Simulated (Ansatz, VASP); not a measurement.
# Two plane-wave programs on InCo2N2

```
CELL_PARAMETERS angstrom
2.72596 -1.58055 0.00000
2.72596 1.58055 0.00000
-1.95227 0.00000 7.54468
ATOMIC_POSITIONS crystal
In 0.52558 0.49588 0.50449
Co 0.63935 0.61444 0.88634
Co 0.36538 0.37466 0.11054
N 0.71783 0.71824 0.15769
N 0.26944 0.26099 0.84057
```

Change from the starting cell: atoms moved at random, drawn with an rms of 0.05 Å.

Alike in both runs: task single point; functional PBE; k mesh 10 × 10 × 4; occupations fermi-dirac, width 0.05 eV; collinear spin, ferromagnetic start.

|  | VASP | Ansatz |
| --- | --- | --- |
| version | VASP 6.6.1 | Ansatz 0.2.0 |
| potentials or method | VASP PAW PBE potentials, release 64 (In_d, Co, N) | Ansatz PAW |
| plane-wave cutoff (eV) | 520 | 420 |
| valence electrons in the cell | 41 | 57 |

```tsv
	VASP	Ansatz	Ansatz less VASP
gap on the k mesh at the Fermi level (eV)	none	none	-
pressure (GPa)	-1.7	-1.7	+0.01
largest component of the traceless stress (GPa)	0.84	0.83	-0.010
rms of the force components (eV/Å)	0.331	0.329	-0.0025
net moment per atom (μB)	0.09	0.09	+0.002
size of the moment on the site where the two differ most (μB)	0.18	0.18	-0.008
```

Site moments also hang on the region over which each program counts them. Atom by atom the forces differ by 0.011 eV/Å (rms over components). A gap of «none» marks a metal or a gap that the smearing closes. The two sets of potentials don't hold the same shells in valence.

Caveats: the pressure holds a Pulay correction of +0.4 GPa for the finite cutoff (Ansatz).
